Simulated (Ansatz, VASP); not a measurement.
BaTaCuO5 in VASP and in Ansatz

INCAR

```
SYSTEM = BaTaCuO5
PREC     = Accurate       ! precision mode
ENCUT    = 520            ! plane-wave cutoff, eV
EDIFF    = 1E-7           ! SCF threshold, eV
ISMEAR   = -1             ! smearing method
SIGMA    = 0.05           ! smearing width, eV
LREAL    = .False.        ! projectors in reciprocal space
LASPH    = .True.         ! aspherical terms in the spheres
NELM     = 100            ! most SCF steps
ALGO     = Normal         ! electronic algorithm
ISIF     = 2              ! what is computed and relaxed
LWAVE    = .False.        ! write WAVECAR
LCHARG   = .False.        ! write CHGCAR
GGA      = PE             ! functional
NBANDS   = 41             ! bands
```

The input KPOINTS:

```
Automatic mesh
0
Gamma
  7 7 3
  0 0 0
```

The input POSCAR:

```
BaTaCuO5
1.0
    3.8799683596      0.0000000000      0.0000000000
    0.0000000000      3.8799683596      0.0000000000
    0.0000000000      0.0000000000      9.3527595566
Ta Ba Cu O
1 1 1 5
Direct
    0.0000000000      0.0000000000      0.7083950000
    0.5000000000      0.5000000000      0.0293030000
    0.0000000000      0.0000000000      0.2753060000
    0.0000000000      0.0000000000      0.9122970000
    0.0000000000      0.5000000000      0.2356750000
    0.5000000000      0.0000000000      0.2356750000
    0.0000000000      0.5000000000      0.6636100000
    0.5000000000      0.0000000000      0.6636100000
```

File input.yaml:

```yaml
crystal:
  lattice:
    - [3.8799683596, 0.0, 0.0]
    - [0.0, 3.8799683596, 0.0]
    - [0.0, 0.0, 9.3527595566]
  atoms:
    - { symbol: Ta, position: [0.0, 0.0, 0.708395] }
    - { symbol: Ba, position: [0.5, 0.5, 0.029303] }
    - { symbol: Cu, position: [0.0, 0.0, 0.275306] }
    - { symbol: O, position: [0.0, 0.0, 0.912297] }
    - { symbol: O, position: [0.0, 0.5, 0.235675] }
    - { symbol: O, position: [0.5, 0.0, 0.235675] }
    - { symbol: O, position: [0.0, 0.5, 0.66361] }
    - { symbol: O, position: [0.5, 0.0, 0.66361] }
hamiltonian:
  xc: pbe
  pseudopotentials: { kind: paw }
kpoints:
  mp_grid: { grid: [7, 7, 3] }
scf:
  occupations: { method: fermi_dirac, width: 0.05 }
output:
  forces: true
  stress: true
  eigenvalues: true
```

Change from the starting cell: volume scaled by 1.06.

Alike in both runs: task single point; functional PBE; k mesh 7 × 7 × 3; occupations fermi-dirac, width 0.05 eV; no spin polarisation.

|  | VASP | Ansatz |
| --- | --- | --- |
| version | VASP 6.6.1 | Ansatz 0.2.0 |
| potentials or method | VASP PAW PBE potentials, release 64 (Ta_pv, Ba_sv, Cu, O) | Ansatz PAW |
| plane-wave cutoff (eV) | 520 | 420 |
| valence electrons in the cell | 62 | 72 |

VASP gave:

- gap on the k mesh at the Fermi level (eV): none
- pressure (GPa): -6.7
- largest component of the traceless stress (GPa): 1.54
- rms of the force components (eV/Å): 0.321

Q: Estimate Ansatz's values.

A: gap on the k mesh at the Fermi level (eV): none; pressure (GPa): -7.6; largest component of the traceless stress (GPa): 1.67; rms of the force components (eV/Å): 0.361.

Atom by atom the forces differ by 0.050 eV/Å (rms over components). A gap of «none» marks a metal or a gap that the smearing closes. The two sets of potentials don't hold the same shells in valence.

Caveats: the run has no spin polarisation, though such a crystal can be magnetic; semilocal functionals often make such compounds metallic where correlation or magnetic order opens a gap, which also shifts bond lengths; forces of over 1 eV/Å show positions far from the minimum, so gaps and moduli don't describe the material at rest; the pressure holds a Pulay correction of +0.4 GPa for the finite cutoff (Ansatz). The runs have no spin-orbit coupling, so splittings on Ba, Ta are missing.
